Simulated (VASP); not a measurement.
OSZICAR of a VASP run on SrTiO$_{3}$ (cubic perovskite):

### OSZICAR
```
       N       E                     dE             d eps       ncg     rms          rms(c)
DAV:   1     0.484796760955E+03    0.48480E+03   -0.24347E+04   960   0.210E+03
DAV:   2    -0.391610123966E+01   -0.48871E+03   -0.48103E+03  1136   0.544E+02
DAV:   3    -0.518798749250E+02   -0.47964E+02   -0.47445E+02  1384   0.159E+02
DAV:   4    -0.540221165782E+02   -0.21422E+01   -0.21412E+01  1384   0.306E+01
DAV:   5    -0.540884303642E+02   -0.66314E-01   -0.66311E-01  1392   0.411E+00    0.286E+01
DAV:   6    -0.443778689225E+02    0.97106E+01   -0.64402E+01  1408   0.757E+01    0.183E+01
DAV:   7    -0.442893949521E+02    0.88474E-01   -0.82974E+00  1120   0.234E+01    0.115E+01
DAV:   8    -0.442988387817E+02   -0.94438E-02   -0.20560E+00  1264   0.156E+01    0.321E+00
DAV:   9    -0.441894869229E+02    0.10935E+00   -0.52963E-01  1152   0.781E+00    0.853E-01
DAV:  10    -0.441921487809E+02   -0.26619E-02   -0.10167E-01  1408   0.239E+00    0.716E-01
DAV:  11    -0.441872209541E+02    0.49278E-02   -0.57208E-02  1424   0.198E+00    0.242E-01
DAV:  12    -0.441865640374E+02    0.65692E-03   -0.41979E-03  1200   0.732E-01    0.640E-02
DAV:  13    -0.441865688038E+02   -0.47664E-05   -0.37348E-04  1200   0.138E-01    0.342E-02
DAV:  14    -0.441865651294E+02    0.36743E-05   -0.40083E-05  1472   0.458E-02    0.752E-03
DAV:  15    -0.441865650452E+02    0.84270E-07   -0.22466E-06   888   0.121E-02
   1 F= -.44186565E+02 E0= -.44186565E+02  d E =-.441866E+02
       N       E                     dE             d eps       ncg     rms          rms(c)
DAV:   1    -0.441927096678E+02   -0.61445E-02   -0.18014E-01  1120   0.461E+00    0.754E-01
DAV:   2    -0.441872052303E+02    0.55044E-02   -0.20582E-02  1136   0.149E+00    0.264E-01
DAV:   3    -0.441863076066E+02    0.89762E-03   -0.55573E-03  1248   0.531E-01    0.932E-02
DAV:   4    -0.441863594220E+02   -0.51815E-04   -0.12168E-03  1320   0.200E-01    0.906E-02
DAV:   5    -0.441863762070E+02   -0.16785E-04   -0.12354E-04  1432   0.803E-02    0.702E-02
DAV:   6    -0.441864190979E+02   -0.42891E-04   -0.62810E-05  1304   0.485E-02    0.323E-02
DAV:   7    -0.441864380785E+02   -0.18981E-04   -0.46026E-05  1456   0.446E-02    0.665E-03
DAV:   8    -0.441864395041E+02   -0.14255E-05   -0.95781E-06  1296   0.163E-02    0.239E-03
DAV:   9    -0.441864395518E+02   -0.47760E-07   -0.49302E-07   552   0.561E-03
   2 F= -.44186440E+02 E0= -.44186440E+02  d E =0.125493E-03
       N       E                     dE             d eps       ncg     rms          rms(c)
DAV:   1    -0.441888355852E+02   -0.23961E-02   -0.61349E-02  1128   0.270E+00    0.437E-01
DAV:   2    -0.441869781839E+02    0.18574E-02   -0.70106E-03  1136   0.877E-01    0.154E-01
DAV:   3    -0.441866738011E+02    0.30438E-03   -0.18883E-03  1216   0.303E-01    0.571E-02
DAV:   4    -0.441866894974E+02   -0.15696E-04   -0.41987E-04  1312   0.113E-01    0.557E-02
DAV:   5    -0.441866965106E+02   -0.70132E-05   -0.46571E-05  1536   0.522E-02    0.429E-02
DAV:   6    -0.441867098607E+02   -0.13350E-04   -0.18530E-05  1240   0.263E-02    0.203E-02
DAV:   7    -0.441867166059E+02   -0.67453E-05   -0.13993E-05  1360   0.242E-02    0.396E-03
DAV:   8    -0.441867171873E+02   -0.58134E-06   -0.35279E-06   880   0.940E-03
   3 F= -.44186717E+02 E0= -.44186717E+02  d E =-.152142E-03
```

Which electronic solver shows in the log?

It is blocked Davidson (ALGO = Normal, or the opening steps of other solvers). The INCAR had ALGO = Normal.

Can the final energy be trusted as converged?

The run converged. It stopped with EDIFF = 1E-6, NELM = 100, NSW = 40 and EDIFFG = -0.02 after 3 ionic steps (LDA (Ceperley-Alder, Perdew-Zunger), plane waves, VASP's LDA PAW potentials (set 64)).

The compound is SrTiO3 in the cubic perovskite structure, the ideal cubic form; the compound distorts at low or room temperature. This run relaxes it. Symmetry was kept, so distortions that lower it aren't found.
